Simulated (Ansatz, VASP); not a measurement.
# Cross-check of Al36Ga12N47 (V_N hop (3.1 A)) between VASP and Ansatz, part 2 of 3

One calculation is typed for both programs; each brings its own data sets. How far apart do they land? Of the first pair: The structure shown is the start of the Ansatz relaxation below; VASP solves that cell, so the two are compared at the walk's first step.

VASP 6.6.1 and Ansatz 0.2.0.

So far: The structure; Ansatz: relaxation, PBEsol.

## (3) VASP: single point, PBEsol, start cell, pair 1

Level of this step: PBEsol; plane waves and PAW (Al, Ga_d, N) (VASP).

The same cell, functional and mesh now go to VASP, with its own data sets.

Lines of VASP's logs that name or quote its potential files are left out, and so is its time.

File INCAR:

```
SYSTEM = Al36Ga12N47
PREC = Accurate
ENCUT = 520
EDIFF = 1E-06
NELM = 120
ISMEAR = 0
SIGMA = 0.01
LREAL = Auto
ALGO = Normal
GGA = PS
NELECT = 496
NBANDS = 320
LORBIT = 11
LWAVE = .FALSE.
LCHARG = .FALSE.
ISIF = 2
ISYM = 0
LASPH = .TRUE.
GGA_COMPAT = .FALSE.
EFERMI = MIDGAP
NCORE = 2
```

File POSCAR:

```
Al36Ga12N47
1.0
   10.0869230277      0.0000000000      0.0002529055
    0.0000000000      9.3901587298      0.0000000000
   -0.0064480299      0.0000000000     10.8360210313
Al Ga N
36 12 47
Direct
    0.2498922984      0.1654795243      0.0841154514
    0.9988178098      0.1655191403      0.4169240061
[... 1 atom line left out ...]
    0.2462211441      0.1628705163      0.5812206077
[... 2 atom lines left out ...]
    0.2491096509      0.5011558521      0.0843472891
    0.0030046111      0.5004659810      0.4082302191
[... 1 atom line left out ...]
    0.2500307278      0.5010604331      0.5836985502
[... 5 atom lines left out ...]
    0.2459362563      0.8368600815      0.5811212237
[... 3 atom lines left out ...]
    0.4988730490      0.1651472616      0.4150175437
[... 1 atom line left out ...]
    0.7504398167      0.1667602269      0.5821418389
[... 3 atom lines left out ...]
    0.5006435869      0.4991126492      0.4169219838
    0.5001517495      0.3309142145      0.1600797473
    0.8134497500      0.4997502316      0.5831261545
    0.4988508365      0.4995434193      0.9179532606
    0.4998665340      0.3335698671      0.6652035429
[... 1 atom line left out ...]
    0.4993393135      0.8340604483      0.4156650030
    0.5000442538      0.6691373576      0.1611186921
    0.7521449728      0.8330292623      0.5822625076
[... 1 atom line left out ...]
    0.5006291983      0.6677269448      0.6658139890
[... 2 atom lines left out ...]
    0.2493615155      0.3333644393      0.3339644621
    0.2456846251      0.3330805250      0.8379153048
    0.2505091199      0.6664805335      0.3336228893
    0.2460142907      0.6654929038      0.8382737312
[... 2 atom lines left out ...]
    0.7503298449      0.3326268586      0.3317897988
[... 1 atom line left out ...]
    0.7517693770      0.6677878597      0.3317044017
[... 3 atom lines left out ...]
    0.3114090580      0.1655928344      0.4193835754
[... 5 atom lines left out ...]
    0.0552953549      0.3310896109      0.3307968862
[... 1 atom line left out ...]
    0.5604613098      0.4994554549      0.5837584883
    0.3133294234      0.3333790291      0.1626506401
[... 1 atom line left out ...]
    0.0496514758      0.5008603300      0.5825987625
    0.3127566902      0.4993012509      0.9203835867
    0.3115043711      0.3342040417      0.6626231343
    0.0542050030      0.6684769854      0.3318366844
[... 1 atom line left out ...]
    0.3115075027      0.8334962406      0.4187638807
    0.3125021912      0.6658081274      0.1630806143
[... 3 atom lines left out ...]
    0.3116488047      0.6656069594      0.6630715427
[... 2 atom lines left out ...]
    0.8107026409      0.1665081544      0.4201496062
[... 2 atom lines left out ...]
    0.5615539167      0.1672083556      0.5815937383
[... 2 atom lines left out ...]
    0.5556095511      0.3323696744      0.3335555065
    0.5612089115      0.5010600071      0.0831405794
    0.8128992330      0.5012150631      0.4160949301
[... 1 atom line left out ...]
    0.5568399400      0.3332451655      0.8339932293
[... 1 atom line left out ...]
    0.8132251819      0.3300588509      0.6642050906
    0.5546666755      0.6667280267      0.3328244483
[... 1 atom line left out ...]
    0.8108817378      0.8327499273      0.4205429198
[... 1 atom line left out ...]
    0.5553187995      0.6672310001      0.8338960889
    0.5615639268      0.8317375909      0.5828298929
[... 1 atom line left out ...]
    0.8118231462      0.6695207377      0.6649454320
```

File KPOINTS:

```
Points of the shifted mesh
1
Reciprocal
 0.2500000000  0.2500000000  0.2500000000 1
```

Potentials, in the order of the species: Al, Ga_d and N (PBE family, release 64).

The run is started by

```
$ mpirun -np 8 vasp_std
```

Numbers of over 12 decimals in the logs are rounded to 6 here.

The program printed:

```text
[banner, memory and clock lines left out]
running    8 mpi-ranks, on    1 nodes
[...]
|                                                                             |
|               ----> ADVICE to this user running VASP <----                  |
|                                                                             |
|     You enforced a specific xc type in the INCAR file but a different       |
|     [... a line on the potential file left out ...]
|     I HOPE YOU KNOW WHAT YOU ARE DOING!                                     |
|                                                                             |

 LDA part: xc-table for (Slater+PW92), standard interpolation
 POSCAR, INCAR and KPOINTS ok, starting setup
[...]
entering main loop
       N       E                     dE             d eps       ncg     rms          rms(c)
DAV:   1     0.697158703138E+04    0.69716E+04   -0.17954E+05   640   0.195E+03
DAV:   2     0.127175747763E+04   -0.56998E+04   -0.53115E+04   656   0.575E+02
DAV:   3    -0.590914041796E+03   -0.18627E+04   -0.17118E+04   888   0.244E+02
DAV:   4    -0.818455994326E+03   -0.22754E+03   -0.22440E+03   936   0.907E+01
DAV:   5    -0.827973548458E+03   -0.95176E+01   -0.94457E+01   952   0.218E+01BRMIX: very serious problems
 the old and the new charge density differ
 old charge density:   499.00000 new  496.00000
    0.546E+01
DAV:   6    -0.725092618012E+03    0.10288E+03   -0.34858E+02  1136   0.641E+01    0.197E+01
DAV:   7    -0.727445836445E+03   -0.23532E+01   -0.41268E+01   808   0.160E+01    0.144E+01
DAV:   8    -0.725902552208E+03    0.15433E+01   -0.57800E+00   896   0.111E+01    0.955E+00
DAV:   9    -0.726154907851E+03   -0.25236E+00   -0.35707E+00   800   0.102E+01    0.659E+00
[...]
DAV:  20    -0.725569609841E+03    0.53229E-05   -0.37518E-05  1040   0.279E-02    0.120E-02
DAV:  21    -0.725569609766E+03    0.75124E-07   -0.10993E-05   712   0.189E-02    0.663E-03
DAV:  22    -0.725569609436E+03    0.32969E-06   -0.35691E-06   472   0.132E-02
   1 F= -.72556961E+03 E0= -.72556937E+03  d E =-.484709E-03
```

From OUTCAR (step 3):

```text
  FREE ENERGIE OF THE ION-ELECTRON SYSTEM (eV)
  ---------------------------------------------------
  free  energy   TOTEN  =      -725.5696094359 eV

  energy  without entropy=     -725.5691247273  energy(sigma->0) =     -725.56936708
```

The run ends at a pressure of -4.61 GPa, with forces up to 2.4 eV/Å.

## (4) Side by side

Known differences besides the potentials themselves: fixed occupations in Ansatz, narrow Gaussian smearing in VASP; the cutoff is 420 eV in Ansatz and 520 eV in VASP (PREC = Accurate, projectors in real space); Ansatz makes its cores anew for this functional, VASP keeps those of its PBE data sets. Total energies have different zeros and are not compared.

Forces on 9 of the 95 atoms, those with the largest forces and the largest differences (eV/Å; atoms numbered as in POSCAR):

| atom | Ansatz x, y, z | VASP x, y, z |
| --- | --- | --- |
| Al4 | 0.776, 0.479, 0.629 | 0.778, 0.485, 0.626 |
| Al10 | -0.498, -0.161, 1.268 | -0.506, -0.164, 1.243 |
| Al23 | 0.447, 0.443, -0.917 | 0.448, 0.444, -0.919 |
| Al26 | 2.107, 0.100, 0.160 | 2.092, 0.101, 0.151 |
| Al27 | 0.573, 0.434, 0.795 | 0.570, 0.436, 0.802 |
| Al28 | -2.436, 0.066, 0.135 | -2.443, 0.068, 0.142 |
| N59 | -1.278, 0.095, -0.704 | -1.274, 0.098, -0.690 |
| N83 | 0.760, -0.214, -0.499 | 0.745, -0.212, -0.524 |
| N95 | 0.912, 0.032, 0.141 | 0.906, 0.042, 0.160 |

The forces differ by 6.5 meV/Å r.m.s., which is 1.6 % of the r.m.s. force of 0.401 eV/Å (both taken over all components). The cell carries a charge of +3 e against a uniform background, so its pressure also hangs on how the neutralising background is counted, and in a defect's cell a gap may be the spacing between its levels.

## (5) Ansatz: relaxation, PBEsol

This run makes the geometry at which the two programs are then compared.

The structure compared here is the end of the Ansatz relaxation.

This is the run of step 2 again, met here at its other cell.

## (6) VASP: single point, PBEsol, relaxed atoms in a fixed cell, pair 2

The same cell, functional and mesh now go to VASP, with its own data sets.

INCAR is that of step 3.

File POSCAR:

```
Al36Ga12N47
1.0
   10.0869230300      0.0000000000      0.0002529100
    0.0000000000      9.3901587300      0.0000000000
   -0.0064480300      0.0000000000     10.8360210300
Al Ga N
36 12 47
Direct
    0.2504899822      0.1634147905      0.0796869854
    0.9983386360      0.1636282046      0.4197536373
[... 1 atom line left out ...]
    0.2486864917      0.1660614468      0.5848731694
[... 2 atom lines left out ...]
    0.2486305251      0.5001188397      0.0816953170
    0.9946219053      0.5001783474      0.4177258056
[... 1 atom line left out ...]
    0.2357958715      0.5000862088      0.6179035883
[... 5 atom lines left out ...]
    0.2487033877      0.8341900255      0.5848639632
[... 3 atom lines left out ...]
    0.5027232031      0.1666737817      0.4179050172
[... 1 atom line left out ...]
    0.7492349920      0.1658564478      0.5843790874
[... 3 atom lines left out ...]
    0.5608629261      0.5001790395      0.4167086695
    0.5028066614      0.3333688765      0.1641313838
    0.7544172441      0.5001188581      0.5909372160
    0.5015804899      0.5001897093      0.9165451445
    0.5022904907      0.3325539526      0.6662192547
[... 1 atom line left out ...]
    0.5027601565      0.8336795132      0.4179375825
    0.5027803196      0.6669101250      0.1641338355
    0.7492184271      0.8343835099      0.5843974809
[... 1 atom line left out ...]
    0.5023130706      0.6677943863      0.6662034396
[... 2 atom lines left out ...]
    0.2368668368      0.3041251904      0.3167275938
    0.2499518549      0.3311244940      0.8373717931
    0.2368584483      0.6961409760      0.3166778633
    0.2499306729      0.6691306481      0.8373488923
[... 2 atom lines left out ...]
    0.7547083744      0.3260305812      0.3285294805
[... 1 atom line left out ...]
    0.7547178737      0.6742427061      0.3285248430
[... 3 atom lines left out ...]
    0.3133361001      0.1691611528      0.4208866419
[... 2 atom lines left out ...]
    0.0612689613      0.1664911605      0.5834576572
[... 2 atom lines left out ...]
    0.0529010019      0.3344560068      0.3332198586
[... 1 atom line left out ...]
    0.5630785841      0.5001632456      0.5854748251
    0.3123243353      0.3339068915      0.1620879074
[... 1 atom line left out ...]
    0.0577605508      0.5001480183      0.5827385057
    0.3131626985      0.5002047186      0.9196170604
    0.3124352772      0.3330873477      0.6625651989
    0.0528920154      0.6658357734      0.3331726576
[... 1 atom line left out ...]
    0.3134174155      0.8311454638      0.4209005083
    0.3123484803      0.6662623705      0.1620691247
[... 1 atom line left out ...]
    0.0612785905      0.8337992562      0.5834533772
[... 1 atom line left out ...]
    0.3124382433      0.6671603412      0.6624577049
[... 5 atom lines left out ...]
    0.5606243348      0.1671910237      0.5830762176
[... 2 atom lines left out ...]
    0.5565111873      0.3320175829      0.3317462550
    0.5606613778      0.5001349870      0.0833196341
    0.8018300678      0.5001916314      0.4198238973
[... 1 atom line left out ...]
    0.5556231405      0.3335568654      0.8327587188
[... 1 atom line left out ...]
    0.8115593299      0.3318588234      0.6641547069
    0.5565037983      0.6683413657      0.3317560664
[... 3 atom lines left out ...]
    0.5556314576      0.6667949484      0.8327591551
    0.5606510238      0.8331663524      0.5831029572
[... 1 atom line left out ...]
    0.8115498144      0.6683974335      0.6641523418
```

KPOINTS is that of step 3.

The run is started by

```
$ mpirun -np 8 vasp_std
```

The program printed:

```text
[banner, memory and clock lines left out]
running    8 mpi-ranks, on    1 nodes
[...]
[... a notice as in an earlier step ...]

 LDA part: xc-table for (Slater+PW92), standard interpolation
 POSCAR, INCAR and KPOINTS ok, starting setup
[...]
entering main loop
       N       E                     dE             d eps       ncg     rms          rms(c)
DAV:   1     0.690396047017E+04    0.69040E+04   -0.18005E+05   648   0.195E+03
DAV:   2     0.125713342832E+04   -0.56468E+04   -0.52448E+04   664   0.573E+02
DAV:   3    -0.597055632909E+03   -0.18542E+04   -0.17016E+04   888   0.244E+02
DAV:   4    -0.821196704961E+03   -0.22414E+03   -0.22111E+03   912   0.902E+01
DAV:   5    -0.831730927168E+03   -0.10534E+02   -0.10456E+02   968   0.233E+01BRMIX: very serious problems
 the old and the new charge density differ
 old charge density:   499.00000 new  496.00001
    0.548E+01
DAV:   6    -0.729022193512E+03    0.10271E+03   -0.34994E+02  1160   0.612E+01    0.187E+01
DAV:   7    -0.730040401962E+03   -0.10182E+01   -0.40780E+01   808   0.138E+01    0.130E+01
DAV:   8    -0.729365717280E+03    0.67468E+00   -0.68847E+00  1056   0.129E+01    0.284E+00
DAV:   9    -0.729133657115E+03    0.23206E+00   -0.15166E+00  1072   0.937E+00    0.101E+00
[...]
DAV:  18    -0.729165168274E+03   -0.70560E-05   -0.84287E-05   896   0.367E-02    0.571E-03
DAV:  19    -0.729165168680E+03   -0.40642E-06   -0.11741E-05   680   0.207E-02    0.308E-03
DAV:  20    -0.729165168704E+03   -0.23254E-07   -0.31883E-06   520   0.128E-02
   1 F= -.72916517E+03 E0= -.72916517E+03  d E =0.000000E+00
```

OUTCAR, selected parts (step 6):

```text
  FREE ENERGIE OF THE ION-ELECTRON SYSTEM (eV)
  ---------------------------------------------------
  free  energy   TOTEN  =      -729.1651687037 eV

  energy  without entropy=     -729.1651687037  energy(sigma->0) =     -729.16516870
```

The run ends at a pressure of -3.42 GPa, with forces up to 0.037 eV/Å.

## (7) Differences

Both answers:

| quantity | Ansatz | VASP | difference |
| --- | --- | --- | --- |
| gap on the k mesh (eV) | 1.634 | 1.621 | +0.013 |

The largest component of a force difference here is 22 meV/Å. A gap on the mesh is an upper bound, since the band edges may lie between its points. The cell carries a charge of +3 e against a uniform background, so its pressure also hangs on how the neutralising background is counted, and in a defect's cell a gap may be the spacing between its levels.

(Part 2 of 3 ends here.)

[Lines on the potential files, build, host, timing and source positions are cut from VASP's logs without a mark.]

[Logs are printed without paths, hosts, clocks, repeated set-up lines and the standing remarks that a program may print on its own settings, such as how far it seeks lower states.]

[Hosts, paths, dates, database ids (printed as entryN), source tags and the programs' standing remarks are cut or masked in the printed files.]
